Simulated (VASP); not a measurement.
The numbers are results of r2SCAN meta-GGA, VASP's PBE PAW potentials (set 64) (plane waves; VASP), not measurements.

A VASP calculation is set up with these files.

INCAR:
```
! general
SYSTEM =Ni3Si
PREC   =Accurate
ENCUT  =480
LREAL  =.FALSE.
LASPH  =.TRUE.

! electronic loop
EDIFF  =1E-7
NELM   =100
ALGO   =Normal
LMAXMIX=4
LMIXTAU=.TRUE.

! smearing
ISMEAR =1
SIGMA  =0.1

! functional
METAGGA=R2SCAN

! ions
IBRION =2
NSW    =40
ISIF   =3
EDIFFG =-0.01
PSTRESS=10

! output
LWAVE  =.FALSE.
LCHARG =.FALSE.
```

File KPOINTS:
```
Automatic mesh
0
Gamma
8 8 8
0 0 0
```

POSCAR:
```
Ni3Si
1
    3.4610840506    -0.0000000000     0.0000000000
   -0.0000000000     3.4610840506     0.0000000000
   -0.0000000000     0.0000000000     3.4610840506
Si Ni
1 3
Direct
  0.0000000000   0.0000000000   0.0000000000
  0.0000000000   0.5000000000   0.5000000000
  0.5000000000   0.0000000000   0.5000000000
  0.5000000000   0.5000000000   0.0000000000
```

POTCAR, in this order: Si Ni (PBE.64 set). Program: vasp_std.

Output

### OUTCAR
```
 ion  position               nearest neighbor table
   1  0.000  0.000  0.000-   2 2.45   3 2.45   4 2.45   2 2.45   3 2.45   2 2.45   4 2.45   2 2.45
                             3 2.45   4 2.45   3 2.45   4 2.45
   2  0.000  0.500  0.500-   1 2.45   3 2.45   4 2.45   1 2.45   4 2.45   1 2.45   3 2.45   1 2.45
                             3 2.45   4 2.45   4 2.45   3 2.45
   3  0.500  0.000  0.500-   1 2.45   2 2.45   4 2.45   1 2.45   4 2.45   2 2.45   4 2.45   4 2.45
                             1 2.45   2 2.45   1 2.45   2 2.45
   4  0.500  0.500  0.000-   1 2.45   2 2.45   3 2.45   2 2.45   3 2.45   1 2.45   3 2.45   3 2.45
                             1 2.45   2 2.45   2 2.45   1 2.45
  LATTYP: Found a simple cubic cell.
 ALAT       =     3.4610840506
 Subroutine PRICEL returns:
 Original cell was already a primitive cell.
 Subroutine GETGRP returns: Found 48 space group operations
The static configuration has the point symmetry O_h .
The dynamic configuration has the point symmetry O_h .
 Subroutine INISYM returns: Found 48 space group operations
 Subroutine IBZKPT returns following result:
 Found     35 irreducible k-points:

 Following reciprocal coordinates:
            Coordinates               Weight
  0.000000  0.000000  0.000000      1.000000
  0.125000  0.000000  0.000000      6.000000
  0.250000  0.000000  0.000000      6.000000
  0.375000  0.000000  0.000000      6.000000
  0.500000  0.000000  0.000000      3.000000
  0.125000  0.125000  0.000000     12.000000
  0.250000  0.125000  0.000000     24.000000
  0.375000  0.125000  0.000000     24.000000
  0.500000  0.125000  0.000000     12.000000
  0.250000  0.250000  0.000000     12.000000
  0.375000  0.250000  0.000000     24.000000
  0.500000  0.250000  0.000000     12.000000
  0.375000  0.375000  0.000000     12.000000
  0.500000  0.375000  0.000000     12.000000
  0.500000  0.500000  0.000000      3.000000
  0.125000  0.125000  0.125000      8.000000
  0.250000  0.125000  0.125000     24.000000
  0.375000  0.125000  0.125000     24.000000
...
```

**OSZICAR**
```
       N       E                     dE             d eps       ncg     rms          rms(c)
DAV:   1     0.177378086912E+03    0.17738E+03   -0.15653E+04  1470   0.214E+03
DAV:   2    -0.425025822177E+02   -0.21988E+03   -0.21213E+03  1470   0.378E+02
DAV:   3    -0.538404903815E+02   -0.11338E+02   -0.10962E+02  1635   0.117E+02
DAV:   4    -0.540628994289E+02   -0.22241E+00   -0.22112E+00  1643   0.144E+01
DAV:   5    -0.540711468581E+02   -0.82474E-02   -0.82455E-02  1815   0.263E+00    0.208E+01
DAV:   6    -0.503091952744E+02    0.37620E+01   -0.65212E+01  1669   0.139E+02    0.184E+01
DAV:   7    -0.463788228331E+02    0.39304E+01   -0.17010E+01  1603   0.716E+01    0.477E+00
DAV:   8    -0.464185097021E+02   -0.39687E-01   -0.74959E-01  1701   0.797E+00    0.257E+00
DAV:   9    -0.463604215218E+02    0.58088E-01   -0.22978E-01  1644   0.810E+00    0.412E-01
DAV:  10    -0.463685487410E+02   -0.81272E-02   -0.15113E-02  1695   0.124E+00    0.160E-01
DAV:  11    -0.463692427102E+02   -0.69397E-03   -0.40288E-03  1660   0.599E-01    0.101E-01
DAV:  12    -0.463699608774E+02   -0.71817E-03   -0.99671E-04  1759   0.366E-01    0.354E-02
DAV:  13    -0.463699549075E+02    0.59700E-05   -0.12989E-04  1588   0.114E-01    0.130E-02
DAV:  14    -0.463699931056E+02   -0.38198E-04   -0.78624E-05  1555   0.820E-02    0.916E-03
DAV:  15    -0.463699953205E+02   -0.22149E-05   -0.15185E-05  1688   0.629E-02    0.556E-03
DAV:  16    -0.463700020369E+02   -0.67164E-05   -0.10155E-05  1591   0.426E-02    0.144E-03
DAV:  17    -0.463700021767E+02   -0.13980E-06   -0.58351E-07  1541   0.101E-02    0.143E-03
DAV:  18    -0.463700024043E+02   -0.22760E-06   -0.13350E-07   858   0.620E-03    0.316E-04
DAV:  19    -0.463700024275E+02   -0.23173E-07   -0.27128E-08   800   0.244E-03
   1 F= -.46111225E+02 E0= -.46111458E+02  d E =-.461112E+02
```

OUTCAR:
```
------------------------ aborting loop because EDIFF is reached ----------------------------------------
  FORCE on cell =-STRESS in cart. coord.  units (eV):
  Direction    XX          YY          ZZ          XY          YZ          ZX
  --------------------------------------------------------------------------------------
  Total        0.2646166      0.2646166      0.2646166      0.0000000      0.0000000     -0.0000000
  in kB       10.2256580     10.2256580     10.2256580      0.0000000      0.0000000     -0.0000000
  external PRESSURE =       0.2256580 kB  Pullay stress =      10.0000000 kB
  volume of cell :       41.46
      direct lattice vectors                 reciprocal lattice vectors
     3.461084051  0.000000000  0.000000000     0.288926818  0.000000000  0.000000000
     0.000000000  3.461084051  0.000000000     0.000000000  0.288926818  0.000000000
     0.000000000  0.000000000  3.461084051     0.000000000  0.000000000  0.288926818
 POSITION                                       TOTAL-FORCE (eV/Angst)
 -----------------------------------------------------------------------------------
      0.00000      0.00000      0.00000         0.000000      0.000000      0.000000
      0.00000      1.73054      1.73054         0.000000      0.000000      0.000000
      1.73054      0.00000      1.73054         0.000000      0.000000      0.000000
      1.73054      1.73054      0.00000         0.000000      0.000000      0.000000
 -----------------------------------------------------------------------------------
    total drift:                                0.000000      0.000000      0.000000
  FREE ENERGIE OF THE ION-ELECTRON SYSTEM (eV)
  ---------------------------------------------------
  free  energy   TOTEN  =       -46.3700024275 eV

  energy  without entropy=      -46.3707007153  energy(sigma->0) =      -46.37023519
  enthalpy is  TOTEN    =       -46.1112253191 eV   P V=        0.2587771084

 reached required accuracy - stopping structural energy minimisation
```
(Selected blocks of OUTCAR.)

The compound is Ni3Si in the L1_2 structure. It was relaxed first under an external pressure of 1 GPa. The run is not spin-polarised, so no magnetic state was tried.
